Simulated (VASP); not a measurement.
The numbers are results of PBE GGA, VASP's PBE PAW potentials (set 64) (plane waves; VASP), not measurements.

VASP ran on this input.

### KPOINTS
```
k-points along high-symmetry lines
15
Line-mode
Reciprocal
  0.000000   0.000000   0.000000 ! GAMMA
 -0.500000  -0.500000   0.000000 ! X

 -0.500000  -0.500000   0.000000 ! X
 -0.375000  -0.375000   0.250000 ! U

 -0.375000  -0.000000   0.375000 ! K
  0.000000   0.000000   0.000000 ! GAMMA

  0.000000   0.000000   0.000000 ! GAMMA
 -0.000000   0.000000   0.500000 ! L

 -0.000000   0.000000   0.500000 ! L
 -0.500000  -0.250000   0.250000 ! W

 -0.500000  -0.250000   0.250000 ! W
 -0.500000  -0.500000   0.000000 ! X
```

File POSCAR:
```
ZnSe
1
    0.0000000000     2.8671467967     2.8671467967
    2.8671467967     0.0000000000     2.8671467967
    2.8671467967     2.8671467967     0.0000000000
Zn Se
1 1
Direct
  0.0000000000   0.0000000000   0.0000000000
  0.2500000000   0.2500000000   0.2500000000
```

### INCAR
```
ALGO = Normal
EDIFF = 1E-7
ENCUT = 400
GGA = PE
ICHARG = 11
ISMEAR = 0
LASPH = .TRUE.
LCHARG = .FALSE.
LMAXMIX = 4
LORBIT = 11
LREAL = .FALSE.
LWAVE = .FALSE.
NELM = 100
PREC = Accurate
SIGMA = 0.05
SYSTEM = ZnSe
```

POTCAR, in this order: Zn Se (PBE.64 set). Program: vasp_std. Read from the step before: CHGCAR.

Output of the run:

### OSZICAR
```
       N       E                     dE             d eps       ncg     rms          rms(c)
DAV:   1     0.775231941869E+02    0.77523E+02   -0.78731E+03  2340   0.132E+03
DAV:   2    -0.133935935038E+00   -0.77657E+02   -0.73841E+02  2580   0.251E+02
DAV:   3    -0.497052047172E+01   -0.48366E+01   -0.47838E+01  2835   0.635E+01
DAV:   4    -0.501268492622E+01   -0.42164E-01   -0.42147E-01  2590   0.633E+00
DAV:   5    -0.501291317956E+01   -0.22825E-03   -0.22825E-03  2825   0.424E-01
DAV:   6    -0.501291517735E+01   -0.19978E-05   -0.19978E-05  2665   0.404E-02
DAV:   7    -0.501291520319E+01   -0.25844E-07   -0.25799E-07  2727   0.419E-03
   1 F= -.50129152E+01 E0= -.50129152E+01  d E =-.259961E-11
```

### OUTCAR
```
 val. band max:        1.3184861722   @ k =   0.0000   0.0000   0.0000

 cond. band min:       2.4681919556   @ k =   0.0000   0.0000   0.0000



 k-point     1 :       0.0000    0.0000    0.0000
  band No.  band energies     occupation
      1     -11.7224      2.00000
      2      -5.1027      2.00000
      3      -5.1027      2.00000
      4      -5.1027      2.00000
      5      -4.7637      2.00000
      6      -4.7637      2.00000
      7       1.3185      2.00000
      8       1.3185      2.00000
      9       1.3185      2.00000
     10       2.4682      0.00000
     11       7.1278      0.00000
     12       7.1278      0.00000
     13       7.1278      0.00000

 k-point     2 :      -0.0357   -0.0357    0.0000
  band No.  band energies     occupation
      1     -11.7119      2.00000
      2      -5.1034      2.00000
      3      -5.1005      2.00000
      4      -5.1005      2.00000
      5      -4.7646      2.00000
      6      -4.7632      2.00000
      7       1.1089      2.00000
      8       1.2819      2.00000
      9       1.2819      2.00000
     10       2.6896      0.00000
     11       7.0497      0.00000
     12       7.1837      0.00000
     13       7.1837      0.00000

 k-point     3 :      -0.0714   -0.0714    0.0000
  band No.  band energies     occupation
      1     -11.6806      2.00000
      2      -5.1048      2.00000
      3      -5.0937      2.00000
      4      -5.0937      2.00000
      5      -4.7673      2.00000
      6      -4.7615      2.00000
      7       0.6931      2.00000
      8       1.1771      2.00000
      9       1.1771      2.00000
     10       3.1381      0.00000
     11       6.8413      0.00000
     12       7.3463      0.00000
     13       7.3464      0.00000

 k-point     4 :      -0.1071   -0.1071    0.0000
  band No.  band energies     occupation
      1     -11.6296      2.00000
      2      -5.1067      2.00000
      3      -5.0823      2.00000
      4      -5.0823      2.00000
...
```

The density is held fixed in this step, so its total energy and stress have no physical meaning.

The compound is ZnSe in the zinc blende structure. It was relaxed first.
